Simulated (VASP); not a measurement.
Data:

```yaml
crystal:
  lattice:
    - [0.00000, 3.67654, 3.67654]
    - [3.67654, 0.00000, 3.67654]
    - [3.67654, 3.67654, 0.00000]
  atoms:
    - { symbol: K, position: [0.75000, 0.75000, 0.75000] }
    - { symbol: K, position: [0.25000, 0.25000, 0.25000] }
    - { symbol: S, position: [0.00000, 0.00000, 0.00000] }
```

These are PBE GGA, VASP's PBE PAW potentials (set 64) (plane waves; VASP) values and carry that method's errors. Numerical set-up: 300 eV cut-off, 4×4×4 Γ-centred mesh, Fermi-Dirac smearing of 0.010 eV, potentials K_sv S.

**Question.** Give the energies of bands 10 to 15 at the high-symmetry points, in eV from the valence-band maximum.

**Answer.** 
| band | Γ | X | U | L | W |
|---|---|---|---|---|---|
| 10 | -0.21 | -0.77 | -0.56 | -0.63 | -0.39 |
| 11 | -0.21 | 0.00 | -0.21 | -0.08 | -0.39 |
| 12 | -0.21 | 0.00 | -0.02 | -0.08 | -0.01 |
| 13 | 2.44 | 3.52 | 3.74 | 4.76 | 3.73 |
| 14 | 5.47 | 5.33 | 5.50 | 5.12 | 5.82 |
| 15 | 5.47 | 6.64 | 6.39 | 5.85 | 5.82 |

The gap is indirect, 2.43 eV, from the valence maximum at X to the conduction minimum at Γ.

The structure comes from a computed database's K2S entry; how it stands against other phases isn't given here. The cell was not relaxed at this level.
